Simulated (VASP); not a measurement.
The system is TiC.

```
CELL_PARAMETERS angstrom
0.00000 2.15930 2.15930
2.15930 0.00000 2.15930
2.15930 2.15930 0.00000
ATOMIC_POSITIONS crystal
Ti 0.00000 0.00000 0.00000
C 0.50000 0.50000 0.50000
```

- Program: VASP 6.6.1
- Task: relaxation of cell and atoms
- Functional: PBEsol
- Potentials or basis: VASP PAW PBE potentials, release 64 (Ti_sv, C)
- Cutoff: 520 eV
- k mesh: 16 × 16 × 16
- Occupations: gaussian, width 0.1 eV
- Spin: no spin polarisation

At the start: pressure -4.3 GPa; volume 10.07 Å³/atom.

How do energy, volume and symmetry change on relaxing?

Over 3 steps the energy falls by 2.3 meV/atom and the volume is 9.90 Å³/atom (-1.6 %); space group Fm-3m (No. 225, to 0.05 Å).

Step by step:
```
step  energy change (eV)  largest force (eV/Å)  pressure (GPa)  volume (Å³)
   1              0.0000                0.0000           -4.29        20.14
   2              0.0040                0.0000            6.28        19.36
   3             -0.0045                0.0000           -0.02        19.80
```

Final structure:
```cif
data_structure
_symmetry_space_group_name_H-M 'P 1'
_symmetry_Int_Tables_number 1
_cell_length_a 3.0369
_cell_length_b 3.0369
_cell_length_c 3.0369
_cell_angle_alpha 60.000
_cell_angle_beta 60.000
_cell_angle_gamma 60.000
_cell_volume 19.80
loop_
_atom_site_label
_atom_site_type_symbol
_atom_site_fract_x
_atom_site_fract_y
_atom_site_fract_z
_atom_site_occupancy
Ti1 Ti 0.00000 0.00000 0.00000 1
C1 C 0.50000 0.50000 0.50000 1
```

Caveat: the PAW data sets were made with another functional, which shifts forces and pressure a little.
